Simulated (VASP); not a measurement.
# Which magnetic order does CoSi take?

Is CoSi a ferromagnet or an antiferromagnet at this level? The start is a cell from a database of measured crystal structures.

Calculated with VASP 6.6.1; PBE, spin-polarised, from parallel moments; plane waves and PAW (Co, Si), in the first sound run; inputs show where later runs differ.

The database entry behind the starting cell differs from later determinations by our own check (0.1 to 0.3 % short, probably kX units), so it need not match the best structure at ambient conditions.

### 1. Set-up

Symmetry: P2_13, No. 198, cubic system. The conventional cell has a = 4.438 Å, b = 4.438 Å, c = 4.438 Å, α = 90.00°, β = 90.00°, γ = 90.00°. Nearest to Co lie 7 Si at 2.28 to 2.47 Å. Nearest to Si lie 7 Co at 2.28 to 2.47 Å. Farther neighbours are not listed.

### 2. Magnetic order, 8 atoms, start order ferro

Each run starts from other signs of the moments at the same geometry and cutoff; gentle mixing helps it keep them. Any wave vector in a name is a fraction of the reciprocal vectors of the first cell as typed.

File INCAR:

```
SYSTEM = CoSi
PREC = Normal
ENCUT = 350
EDIFF = 1E-06
NELM = 150
ISMEAR = -1
SIGMA = 0.05
LREAL = .FALSE.
ALGO = Normal
GGA = PE
NBANDS = 40
ISPIN = 2
MAGMOM = 2 2 2 2 0 0 0 0
LASPH = .TRUE.
LMAXMIX = 4
LORBIT = 11
LWAVE = .FALSE.
LCHARG = .TRUE.
KPAR = 4
AMIX = 0.2
BMIX = 1E-04
AMIX_MAG = 0.8
BMIX_MAG = 1E-04
```

File POSCAR:

```
CoSi
1.0
    4.4380000000      0.0000000000      0.0000000000
    0.0000000000      4.4380000000      0.0000000000
    0.0000000000      0.0000000000      4.4380000000
Co Si
4 4
Direct
    0.1400000000      0.1400000000      0.1400000000
    0.3600000000      0.8600000000      0.6400000000
    0.6400000000      0.3600000000      0.8600000000
    0.8600000000      0.6400000000      0.3600000000
    0.8430000000      0.8430000000      0.8430000000
    0.6570000000      0.1570000000      0.3430000000
    0.3430000000      0.6570000000      0.1570000000
    0.1570000000      0.3430000000      0.6570000000
```

File KPOINTS:

```
Automatic mesh
0
Gamma
8 8 8
0 0 0
```

PAW data sets: Co and Si (PBE family, release 64).

Started as:

```sh
mpirun -np 4 vasp_std
```

Log:

```text
[banner, memory and clock lines left out]
running    4 mpi-ranks, on    1 nodes
 distrk:  each k-point on    1 cores,    4 groups
 distr:  one band on    1 cores,    1 groups

 POSCAR found type information on POSCAR CoSi
 POSCAR found :  2 types and       8 ions
 LDA part: xc-table for (Slater+PW92), standard interpolation
 POSCAR, INCAR and KPOINTS ok, starting setup
 FFT: planning ... GRIDC
 FFT: planning ... GRID_SOFT
 FFT: planning ... GRID
 WAVECAR not read
 entering main loop
       N       E                     dE             d eps       ncg     rms          rms(c)
DAV:   1     0.286534140366E+03    0.28653E+03   -0.16469E+04  7200   0.110E+03
DAV:   2    -0.375239715473E+02   -0.32406E+03   -0.30326E+03  7232   0.284E+02
DAV:   3    -0.586329619003E+02   -0.21109E+02   -0.20037E+02  8560   0.869E+01
DAV:   4    -0.592505648740E+02   -0.61760E+00   -0.61554E+00  8512   0.142E+01
DAV:   5    -0.592741700949E+02   -0.23605E-01   -0.23599E-01  9432   0.258E+00    0.298E+01
DAV:   6    -0.554003987720E+02    0.38738E+01   -0.25349E+01  9128   0.669E+01    0.143E+01
DAV:   7    -0.547646079674E+02    0.63579E+00   -0.38062E+00  9120   0.263E+01    0.103E+01
DAV:   8    -0.547688216585E+02   -0.42137E-02   -0.78020E-01 10624   0.729E+00    0.426E+00
DAV:   9    -0.547406406753E+02    0.28181E-01   -0.15796E-01  9376   0.422E+00    0.204E+00
DAV:  10    -0.547368553063E+02    0.37854E-02   -0.11885E-02  8416   0.784E-01    0.910E-01
DAV:  11    -0.547358086228E+02    0.10467E-02   -0.18818E-03 10520   0.400E-01    0.444E-01
DAV:  12    -0.547356892227E+02    0.11940E-03   -0.26380E-03 10112   0.550E-01    0.191E-01
DAV:  13    -0.547357692084E+02   -0.79986E-04   -0.51290E-04  9096   0.246E-01    0.918E-02
DAV:  14    -0.547358191120E+02   -0.49904E-04   -0.59866E-05  8424   0.693E-02    0.268E-02
DAV:  15    -0.547358132728E+02    0.58392E-05   -0.27534E-05  8448   0.459E-02    0.171E-02
DAV:  16    -0.547358128688E+02    0.40400E-06   -0.29621E-06  6376   0.202E-02
   1 F= -.54735813E+02 E0= -.54728583E+02  d E =-.144588E-01  mag=     0.0005
```

It took 52 s on 4 MPI ranks of AMD EPYC 7R13 (Zen 3), shared host; peak memory 0.78 GiB; 3.4 min of CPU time.

The logs omit lines about the potential files and the build; timing stands in the text.

Parts of OUTCAR (step 2):

```text
ion  position               nearest neighbor table
   1  0.140  0.140  0.140-   5 2.28   6 2.33   7 2.33   8 2.33   7 2.47   8 2.47   6 2.47   2 2.72
                             4 2.72   2 2.72   4 2.72   3 2.72   3 2.72
   2  0.360  0.860  0.640-   6 2.28   5 2.33   7 2.33   8 2.33   7 2.47   8 2.47   5 2.47   1 2.72
                             3 2.72   1 2.72   3 2.72   4 2.72   4 2.72
   3  0.640  0.360  0.860-   7 2.28   6 2.33   5 2.33   8 2.33   8 2.47   6 2.47   5 2.47   4 2.72
                             2 2.72   2 2.72   4 2.72   1 2.72   1 2.72
   4  0.860  0.640  0.360-   8 2.28   6 2.33   7 2.33   5 2.33   6 2.47   5 2.47   7 2.47   3 2.72
                             1 2.72   1 2.72   3 2.72   2 2.72   2 2.72
   5  0.843  0.843  0.843-   1 2.28   2 2.33   3 2.33   4 2.33   3 2.47   4 2.47   2 2.47   6 2.75
                             7 2.75   8 2.75   6 2.75   8 2.75   7 2.75
   6  0.657  0.157  0.343-   2 2.28   1 2.33   3 2.33   4 2.33   3 2.47   4 2.47   1 2.47   8 2.75
                             5 2.75   5 2.75   7 2.75   7 2.75   8 2.75
   7  0.343  0.657  0.157-   3 2.28   2 2.33   1 2.33   4 2.33   4 2.47   2 2.47   1 2.47   8 2.75
                             5 2.75   8 2.75   6 2.75   6 2.75   5 2.75
   8  0.157  0.343  0.657-   4 2.28   2 2.33   3 2.33   1 2.33   2 2.47   1 2.47   3 2.47   7 2.75
                             5 2.75   7 2.75   5 2.75   6 2.75   6 2.75

  LATTYP: Found a simple cubic cell.
 ALAT       =     4.4380000000

 Subroutine GETGRP returns: Found 12 space group operations
 (whereof  3 operations were pure point group operations)

The static configuration has the point symmetry C_3 .
 The point group associated with its full space group is T   .

 Found     45 irreducible k-points:

   k-points           NKPTS =     45   k-points in BZ     NKDIM =     45   number of bands    NBANDS=     40

   dimension x,y,z NGX =    20 NGY =   20 NGZ =   20
   dimension x,y,z NGXF=    40 NGYF=   40 NGZF=   40

   ENCUT  =  350.0 eV  25.72 Ry    5.07 a.u.   6.77  6.77  6.77*2*pi/ulx,y,z

   NELECT =      52.0000    total number of electrons

 k-points in reciprocal lattice and weights: Automatic mesh
   0.00000000  0.00000000  0.00000000       0.002
   0.12500000  0.00000000  0.00000000       0.012
   0.25000000  0.00000000  0.00000000       0.012
   0.37500000  0.00000000  0.00000000       0.012
   0.50000000  0.00000000  0.00000000       0.006
   0.12500000  0.12500000  0.00000000       0.023
   0.25000000  0.12500000  0.00000000       0.023
  -0.12500000  0.25000000  0.00000000       0.023
   0.37500000  0.12500000  0.00000000       0.023
[...]
0.50000000  0.50000000  0.37500000       0.012
   0.50000000  0.50000000  0.50000000       0.002

 average (electrostatic) potential at core
       1 -76.3936       2 -76.3936       3 -76.3936       4 -76.3936       5 -77.7151
       6 -77.7151       7 -77.7151       8 -77.7151

 E-fermi :  12.0919

 spin component 1
 k-point     1 :       0.0000    0.0000    0.0000
  band No.  band energies     occupation
    ...
     23      11.2872      1.00000
     24      11.2872      1.00000
     25      12.0454      0.71718
     26      12.0454      0.71718
     27      12.0454      0.71718
     28      14.5169      0.00000
     29      14.5169      0.00000
     30      14.5169      0.00000
     31      14.9816      0.00000
     32      14.9816      0.00000
    ...

 k-point     2 :       0.1250    0.0000    0.0000
  band No.  band energies     occupation
    ...
     22      11.2592      1.00000
     23      11.2875      1.00000
     24      11.3235      1.00000
     25      11.8593      0.99055
     26      12.0024      0.85687
     27      12.3374      0.00732
     28      14.0228      0.00000
     29      14.1726      0.00000
     30      14.5052      0.00000
     31      14.5608      0.00000
    ...

 k-point     3 :       0.2500    0.0000    0.0000
  band No.  band energies     occupation
    ...
     22      11.1836      1.00000
     23      11.2958      1.00000
     24      11.4086      1.00000
     25      11.7295      0.99929
     26      11.8802      0.98570
     27      12.7888      0.00000
     28      13.6784      0.00000
     29      13.7067      0.00000
     30      13.9685      0.00000
     31      14.4368      0.00000
    ...

 k-point     4 :       0.3750    0.0000    0.0000
  band No.  band energies     occupation
    ...
     22      11.0955      1.00000
     23      11.3324      1.00000
     24      11.3968      1.00000
     25      11.6321      0.99990
     26      11.7117      0.99950
     27      12.9394      0.00000
     28      13.3103      0.00000
     29      13.5175      0.00000
     30      13.6583      0.00000
     31      15.3187      0.00000
    ...

 k-point     5 :       0.5000    0.0000    0.0000
  band No.  band energies     occupation
    ...
     22      11.0192      1.00000
     23      11.3898      1.00000
     24      11.3898      1.00000
     25      11.5892      0.99996
     26      11.5892      0.99996
     27      13.0480      0.00000
     28      13.0480      0.00000
     29      13.5117      0.00000
     30      13.5117      0.00000
     31      16.3509      0.00000
    ...

 k-point     6 :       0.1250    0.1250    0.0000
  band No.  band energies     occupation
    ...
     22      11.1951      1.00000
     23      11.2692      1.00000
     24      11.3643      1.00000
     25      11.7875      0.99773
     26      12.0315      0.76977
     27      12.4141      0.00159
     28      13.7886      0.00000
     29      14.0179      0.00000
     30      14.4886      0.00000
     31      14.6170      0.00000
    ...

  Total       -0.3814035     -0.3814035     -0.3814035      0.0000000     -0.0000000      0.0000000
  in kB       -6.9909051     -6.9909051     -6.9909051      0.0000000     -0.0000000      0.0000000
  external PRESSURE =      -6.9909051 kB  Pullay stress =       0.0000000 kB

  energy-cutoff  :      350.00
  volume of cell :       87.41
      direct lattice vectors                 reciprocal lattice vectors
     4.438000000  0.000000000  0.000000000     0.225326724  0.000000000  0.000000000
     0.000000000  4.438000000  0.000000000     0.000000000  0.225326724  0.000000000
     0.000000000  0.000000000  4.438000000     0.000000000  0.000000000  0.225326724

 POSITION                                       TOTAL-FORCE (eV/Angst)
 -----------------------------------------------------------------------------------
      0.62132      0.62132      0.62132         0.155746      0.155746      0.155746
      1.59768      3.81668      2.84032        -0.155746     -0.155746      0.155746
      2.84032      1.59768      3.81668         0.155746     -0.155746     -0.155746
      3.81668      2.84032      1.59768        -0.155746      0.155746     -0.155746
      3.74123      3.74123      3.74123        -0.021777     -0.021777     -0.021777
      2.91577      0.69677      1.52223         0.021777      0.021777     -0.021777
      1.52223      2.91577      0.69677        -0.021777      0.021777      0.021777
      0.69677      1.52223      2.91577         0.021777     -0.021777      0.021777
 -----------------------------------------------------------------------------------
    total drift:                                0.000001      0.000004     -0.000000

  FREE ENERGIE OF THE ION-ELECTRON SYSTEM (eV)
  ---------------------------------------------------
  free  energy   TOTEN  =       -54.7358128688 eV

  energy  without entropy=      -54.7213541167  energy(sigma->0) =      -54.72858349

 total charge
# of ion       s       p       d       tot
------------------------------------------
    1        0.434   0.616   7.553   8.604
    2        0.434   0.616   7.553   8.604
    3        0.434   0.616   7.553   8.604
    4        0.434   0.616   7.553   8.604
    5        0.728   0.882   0.000   1.610
    6        0.728   0.882   0.000   1.610
    7        0.728   0.882   0.000   1.610
    8        0.728   0.882   0.000   1.610
--------------------------------------------------
tot          4.649   5.992  30.214  40.855

 magnetization (x)
# of ion       s       p       d       tot
------------------------------------------
    1        0.000   0.000   0.000   0.000
    2        0.000   0.000   0.000   0.000
    3        0.000   0.000   0.000   0.000
    4        0.000   0.000   0.000   0.000
    5       -0.000  -0.000   0.000  -0.000
    6       -0.000  -0.000   0.000  -0.000
    7       -0.000  -0.000   0.000  -0.000
    8       -0.000  -0.000   0.000  -0.000
--------------------------------------------------
tot         -0.000  -0.000   0.000   0.000

[... 6 further parts left out ...]
```

This step gave:

```
electronic cycles                                 : 16
electrons                                         : 52
free energy (TOTEN)                               : -54.7358 eV
energy at zero smearing                           : -54.7286 eV
Fermi energy                                      : 12.09 eV
moment of the cell, from the last line of the log : 0 μB
metallic                                          : yes
```

The spin moment in the PAW sphere vanishes on all atoms.

Force by atom:

```
atom  x (eV/Å)  y (eV/Å)  z (eV/Å)   size
 Co1     0.156     0.156     0.156  0.270
 Co2    -0.156    -0.156     0.156  0.270
 Co3     0.156    -0.156    -0.156  0.270
 Co4    -0.156     0.156    -0.156  0.270
 Si5    -0.022    -0.022    -0.022  0.038
 Si6     0.022     0.022    -0.022  0.038
 Si7    -0.022     0.022     0.022  0.038
 Si8     0.022    -0.022     0.022  0.038
```

Valence density in the ac plane at fractional y = 0.140, with atoms of Co and Si within 0.2 Å of it. It is the smooth field of the valence electrons, not physical close to the nuclei.

Ten steps, logarithmic in the rise over the least value, from '0' (0.0 e/Å³) to '9' (8.5 e/Å³), each cell a mean:
```
44443333333333
33333333344333
33333333343333
33343333333333
33444333333333
33343333333322
33333333433333
33333334333333
33433333202333
46654333212444
68875433333444
79986433334334
79986333333334
57764333333333
```
Columns run along a (4.4 Å), rows up along c (4.4 Å). Atoms in or near the plane, at fractional coordinates: Co at (0.14, 0.14), Si at (0.66, 0.34).

The largest moment at the end is 0.00 μB, and the moments of the cell sum to 0.00 μB.

(Part 1 of 3 ends here.)

[Lines on the potential files, build, host, timing and source positions are cut from VASP's logs without a mark.]

[Logs are printed without paths, hosts, clocks, repeated set-up lines and the standing remarks that a program may print on its own settings, such as how far it seeks lower states.]

[Hosts, paths, dates, database ids (printed as entryN), source tags and the programs' standing remarks are cut or masked in the printed files.]

[Runs that stopped without an error message from VASP are left out.]
